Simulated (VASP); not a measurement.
Input of a VASP 6.6.1 run:

INCAR

```
ALGO = Normal ; EDIFF = 1E-6
ENCUT = 520 ; GGA = PE
ISIF = 2 ; ISMEAR = 0
LASPH = True ; LCHARG = False
LREAL = False ; LWAVE = False
NBANDS = 28 ; NELM = 80
PREC = Accurate ; SIGMA = 0.1
```

File KPOINTS:

```
k-points
0
Gamma
  4 4 4
```

Contents of POSCAR:

```
K3Be5
1.0
   -3.2720583900      3.2720583900      3.2720583900
    3.2720583900     -3.2720583900      3.2720583900
    3.2720583900      3.2720583900     -3.2720583900
K Be
3 5
Direct
    0.0000000000      0.5000000000      0.5000000000
    0.5000000000      0.5000000000      0.0000000000
    0.5000000000      0.0000000000      0.5000000000
    0.0000000000      0.0000000000      0.0000000000
    0.0000000000      0.0000000000      0.5000000000
    0.0000000000      0.5000000000      0.0000000000
    0.5000000000      0.0000000000      0.0000000000
    0.5000000000      0.5000000000      0.5000000000
```

Potentials or basis: VASP PAW PBE potentials, release 64 (K_sv, Be).

Run with:

```bash
$ cat potpaw_PBE.64/K_sv/POTCAR potpaw_PBE.64/Be/POTCAR > POTCAR
$ mpirun -np 1 vasp_std > vasp.out
```

Task: What does it give for the band gap on the k mesh?

Result: None (metal or under the smearing width).

Task: Estimate the pressure.

Result: 9.8 GPa.
